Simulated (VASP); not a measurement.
# How biaxial strain in the (110) plane changes V

How do stress and energy of V follow biaxial strain in the (110) plane?

Program: VASP 6.6.1. Level of theory: r2SCAN, no spin polarisation; plane waves and PAW (V_sv), in the first sound run; inputs show where later runs differ. Results are calculated unless marked as measured.

**1. Starting point**

Symmetry: Im-3m, No. 229, cubic system. The conventional cell has a = 3.020 Å, b = 3.020 Å, c = 3.020 Å, α = 90.00°, β = 90.00°, γ = 90.00°. Nearest to V lie 8 V at 2.62 Å.

Coordinates:

```
V
1.0
    -1.51000    1.51000    1.51000
     1.51000   -1.51000    1.51000
     1.51000    1.51000   -1.51000
V
1
Direct
  0.00000 0.00000 0.00000
```

**2. Relax the crystal, r2SCAN**

The series starts from the cell that this level prefers, so that zero strain is near zero stress.

This step took 2 runs in a row; the last is shown.

Level: r2SCAN, no spin polarisation; plane waves and PAW (V_sv).

Contents of INCAR:

```
SYSTEM = V
PREC = Accurate
ENCUT = 450
EDIFF = 1E-07
NELM = 120
ISMEAR = 1
SIGMA = 0.15
LREAL = .FALSE.
ALGO = Normal
METAGGA = R2SCAN
LASPH = .TRUE.
NBANDS = 12
LORBIT = 11
LWAVE = .FALSE.
LCHARG = .FALSE.
KPAR = 8
IBRION = 2
NSW = 40
ISIF = 3
EDIFFG = -0.005
POTIM = 0.4
```

Contents of POSCAR:

```
V
1.0
   -1.4918923975      1.4918923975      1.4918923975
    1.4918923975     -1.4918923975      1.4918923975
    1.4918923975      1.4918923975     -1.4918923975
V
1
Direct
    0.0000000000      0.0000000000      0.0000000000
```

Contents of KPOINTS:

```
Automatic mesh
0
Gamma
27 27 27
0 0 0
```

Potentials, in the order of the species: V_sv (PBE family, release 64).

Command:

```console
$ mpirun -np 8 vasp_std
```

The program printed:

```text
[banner, memory and clock lines left out]
running    8 mpi-ranks, on    1 nodes
[...]
|                                                                             |
|           W    W    AA    RRRRR   N    N  II  N    N   GGGG   !!!           |
|           W    W   A  A   R    R  NN   N  II  NN   N  G    G  !!!           |
|           W    W  A    A  R    R  N N  N  II  N N  N  G       !!!           |
|           W WW W  AAAAAA  RRRRR   N  N N  II  N  N N  G  GGG   !            |
|           WW  WW  A    A  R   R   N   NN  II  N   NN  G    G                |
|           W    W  A    A  R    R  N    N  II  N    N   GGGG   !!!           |
|                                                                             |
|     For optimal performance we recommend to set                             |
|       NCORE = 2 up to number-of-cores-per-socket                            |
|     NCORE specifies how many cores store one orbital (NPAR=cpu/NCORE).      |
|     This setting can greatly improve the performance of VASP for DFT.       |
[...]
DAV:   2    -0.141304698261E+02    0.73558E-03   -0.16778E-03 13536   0.703E-01    0.597E-02
DAV:   3    -0.141304705017E+02   -0.67564E-06   -0.80347E-06 14072   0.344E-02    0.346E-02
DAV:   4    -0.141304686014E+02    0.19003E-05   -0.60240E-06 14200   0.301E-02    0.268E-03
DAV:   5    -0.141304685277E+02    0.73760E-07   -0.86482E-08 10788   0.416E-03
   2 F= -.14130469E+02 E0= -.14130563E+02  d E =0.343234E-07
 trial-energy change:    0.000000  1 .order   -0.000001   -0.000028    0.000026
 step:   0.4891(harm=  0.5199)  dis= 0.00000  next Energy=   -14.130475 (dE=-0.681E-05)
[...]
N       E                     dE             d eps       ncg     rms          rms(c)
DAV:   1    -0.141306662894E+02   -0.19769E-03   -0.30819E-03 13452   0.964E-01    0.153E-01
DAV:   2    -0.141304787019E+02    0.18759E-03   -0.44106E-04 13536   0.359E-01    0.303E-02
DAV:   3    -0.141304760354E+02    0.26665E-05   -0.20935E-06 14036   0.176E-02    0.175E-02
DAV:   4    -0.141304751091E+02    0.92622E-06   -0.15902E-06 14224   0.155E-02    0.141E-03
DAV:   5    -0.141304751917E+02   -0.82526E-07   -0.22524E-08  7576   0.218E-03
   3 F= -.14130475E+02 E0= -.14130570E+02  d E =-.662968E-05
[...]
reached required accuracy - stopping structural energy minimisation
```

Run time: 54 s. Hardware: 8 MPI ranks of AMD EPYC 9R45, shared host; peak memory 1.2 GiB.

The logs omit lines about the potential files and the build; timing stands in the text.

Parts of OUTCAR (step 2):

```text
  Total       -0.0011735     -0.0011735     -0.0011735      0.0000000      0.0000000      0.0000000
  in kB       -0.1416852     -0.1416852     -0.1416852      0.0000000      0.0000000      0.0000000
  external PRESSURE =      -0.1416852 kB  Pullay stress =       0.0000000 kB

 POSITION                                       TOTAL-FORCE (eV/Angst)
 -----------------------------------------------------------------------------------
      0.00000      0.00000      0.00000         0.000000      0.000000      0.000000
 -----------------------------------------------------------------------------------
    total drift:                               -0.000000     -0.000000      0.000000

  FREE ENERGIE OF THE ION-ELECTRON SYSTEM (eV)
  ---------------------------------------------------
  free  energy   TOTEN  =       -14.1304751917 eV

  energy  without entropy=      -14.1307606964  energy(sigma->0) =      -14.13057036

 reached required accuracy - stopping structural energy minimisation

[... 3 further parts left out ...]
[key lines of the parts left out:]
E-fermi :   9.8461
```

Numbers from this step:

* energy(sigma→0) of the program: -14.1306 eV
* stress, compression positive: -0.01 along [110], -0.01 across it (mean), GPa
* volume: 13.271 Å³
* ionic steps: 3

**3. Strain along the normal, r2SCAN**

One member in full: the plane is strained by -0.5 %, and the strain along the normal is moved by secant steps until the normal stress is under 0.012 GPa or five steps are spent; the atoms relax at each step.

This step took 3 runs, each at a new trial strain with the atoms of the one before; the last is shown.

Level: r2SCAN, no spin polarisation; plane waves and PAW (V_sv).

Edit INCAR of step 2 so:

```diff
@@ -15,7 +15,7 @@
 LCHARG = .FALSE.
-KPAR = 8
-IBRION = 2
-NSW = 40
-ISIF = 3
-EDIFFG = -0.005
-POTIM = 0.4
+KPAR = 2
+IBRION = 1
+NSW = 25
+ISIF = 2
+EDIFFG = -0.004
+POTIM = 0.3
```

Contents of POSCAR:

```
V
1.0
   -1.4839942750      1.4839942750      1.4839942750
    1.4839942750     -1.4839942750      1.4839942750
    1.5020549960      1.5020549960     -1.4839942750
V
1
Direct
    0.0000000000      0.0000000000      0.0000000000
```

KPOINTS is that of step 2.

Command:

```console
$ mpirun -np 2 vasp_std
```

The program printed:

```text
[banner, memory and clock lines left out]
running    2 mpi-ranks, on    1 nodes
[...]
[... a notice as in an earlier step ...]

 LDA part: xc-table for (None), standard interpolation
 POSCAR, INCAR and KPOINTS ok, starting setup
[...]
entering main loop
       N       E                     dE             d eps       ncg     rms          rms(c)
DAV:   1     0.775705586908E+02    0.77571E+02   -0.66671E+03 66144   0.110E+03
DAV:   2    -0.176063856535E+02   -0.95177E+02   -0.92421E+02 67296   0.322E+02
DAV:   3    -0.188553197676E+02   -0.12489E+01   -0.12458E+01 73152   0.431E+01
DAV:   4    -0.188617803702E+02   -0.64606E-02   -0.64605E-02 70832   0.330E+00
[...]
DAV:  14    -0.141299116873E+02   -0.29896E-06   -0.43021E-08 33656   0.350E-03    0.122E-04
DAV:  15    -0.141299117970E+02   -0.10974E-06   -0.26325E-09 33440   0.654E-04    0.424E-05
DAV:  16    -0.141299118139E+02   -0.16906E-07   -0.16960E-10 33236   0.198E-04
   1 F= -.14129912E+02 E0= -.14129976E+02  d E =-.141299E+02
 BRION: g(F)=  0.270E-61 g(S)=  0.000E+00
 reached required accuracy - stopping structural energy minimisation
```

It took 6.2 min on 2 MPI ranks; peak memory 0.83 GiB.

From OUTCAR (step 3):

```text
  Total        0.0227726      0.0227726      0.0947220     -0.0227575      0.0000000      0.0000000
  in kB        2.7574883      2.7574883     11.4696722     -2.7556597      0.0000000      0.0000000
  external PRESSURE =       5.6615496 kB  Pullay stress =       0.0000000 kB

 POSITION                                       TOTAL-FORCE (eV/Angst)
 -----------------------------------------------------------------------------------
      0.00000      0.00000      0.00000        -0.000000     -0.000000     -0.000000
 -----------------------------------------------------------------------------------
    total drift:                                0.000000     -0.000000      0.000000

  FREE ENERGIE OF THE ION-ELECTRON SYSTEM (eV)
  ---------------------------------------------------
  free  energy   TOTEN  =       -14.1299118139 eV

  energy  without entropy=      -14.1301033129  energy(sigma->0) =      -14.12997565

[... 1 part as in an earlier step ...]

[... 3 further parts left out ...]
[key lines of the parts left out:]
E-fermi :   9.8842
```

This run gave:

```
energy(sigma→0) of the program : -14.1300 eV
stress, compression positive   : 0.00 along [110], 0.85 across it (mean), GPa
ionic steps                    : 1
```

**4. All members**

The other members went through these steps as far as the tables show, with the same cutoff and, step by step, the same mesh; 27 runs are not shown. The session took 6.0 core hours (wall time by ranks) on a shared machine.

| in-plane strain (%) | strain along the normal (%) | mean of the two in-plane stresses, tension positive (GPa) | energy above the unstrained row, extrapolated to no smearing (meV/atom) |
| --- | --- | --- | --- |
| -2.000 | 2.946 | -3.505 | 6.542 |
| -1.500 | 2.195 | -2.598 | 3.799 |
| -1.000 | 1.445 | -1.724 | 1.792 |
| -0.500 | 0.711 | -0.849 | 0.508 |
| 0 | -0.007 | 0.005 | 0.000 |
| 0.500 | -0.757 | 0.716 | 0.176 |
| 1.000 | -1.536 | ? | ? |
| 1.500 | -2.326 | 1.784 | 2.128 |
| 2.000 | -3.195 | 1.985 | 3.767 |

**5. A fit to the known rows**

Fitting a parabola to the 8 known rows (e: strain in %) gives stress = − 0.1818 e² + 1.418 e − 0.02794 in GPa; the residuals are 0.077 GPa r.m.s.

For the withheld row, e = 1, the fit gives 1.208 GPa.

**6. Prediction against calculation**

The calculation gives 1.296 GPa, so the prediction is 0.088 GPa too low, within twice the residual of the fit.

Slopes at zero strain, from cubics through all rows: strain ratio -1.471, stress over strain 157 GPa.

**7. What came out**

- error of the predicted stress: -0.088 GPa
- ratio of normal to in-plane strain: -1.471
- biaxial modulus: 157 GPa

As a check, the curvature of the energy gives 164 GPa for the same modulus (energy per volume = M × strain²), 4 % from the slope of the stress; these energies are extrapolated to no smearing, while the stress belongs to the free energy, so part of the difference may come from that. The energy also has a linear term worth 0.22 GPa that the stress column lacks, a mark of the finite basis or of the smearing. These are static values: temperature and zero-point motion are left out. In a metal the slopes also depend on mesh and smearing, which were held through the series.

[Lines on the potential files, build, host, timing and source positions are cut from VASP's logs without a mark.]

[Logs are printed without paths, hosts, clocks, repeated set-up lines and the standing remarks that a program may print on its own settings, such as how far it seeks lower states.]

[Hosts, paths, dates, database ids (printed as entryN), source tags and the programs' standing remarks are cut or masked in the printed files.]

[In band tables of VASP the shares of atoms and orbitals are scaled to a sum of 1 inside the atoms' spheres.]
